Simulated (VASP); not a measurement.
Given:

```xyz
2
Lattice="1.3700 -2.3729 0.0000 1.3700 2.3729 0.0000 0.0000 0.0000 4.3900" Properties=species:S:1:pos:R:3 pbc="T T T"
Tc     1.3700     0.7910     1.0975
Tc     1.3700    -0.7910     3.2925
```

Calculation: PBE GGA, VASP's PBE PAW potentials (set 64) (plane waves; VASP 6.6.1). Run with 300 eV cut-off, 14×14×8 Γ-centred mesh, Gaussian smearing of 0.20 eV, potentials Tc_pv.

**Question.** Give the energies of bands 7 to 16 at the high-symmetry points, in eV from the Fermi level.

**Answer.** 
```
band      Γ      M      K      A      L      H
----  -----  -----  -----  -----  -----  -----
7     -7.32  -5.36  -4.76  -5.39  -5.30  -3.83
8     -5.42  -4.71  -3.37  -5.39  -5.30  -3.83
9     -1.54  -4.59  -3.37  -1.86  -3.68  -3.27
10    -1.54  -1.89  -2.89  -1.86  -3.68  -3.27
11    -1.46  -1.12  -1.87  -1.67   0.15  -1.76
12    -0.81  -0.92  -1.87  -1.67   0.15  -1.76
13    -0.81  -0.48  -0.02  -1.67   1.44  -0.08
14    -0.11   2.95   2.34  -1.67   1.44  -0.08
15    -0.11   3.36   2.34   1.89   3.21   2.63
16     1.71   3.38   2.74   1.89   3.21   2.63
```

It has no gap at this level: it comes out as a metal or semimetal.

The structure is a typed Tc crystal (P6_3/mmc). The cell was not relaxed at this level.
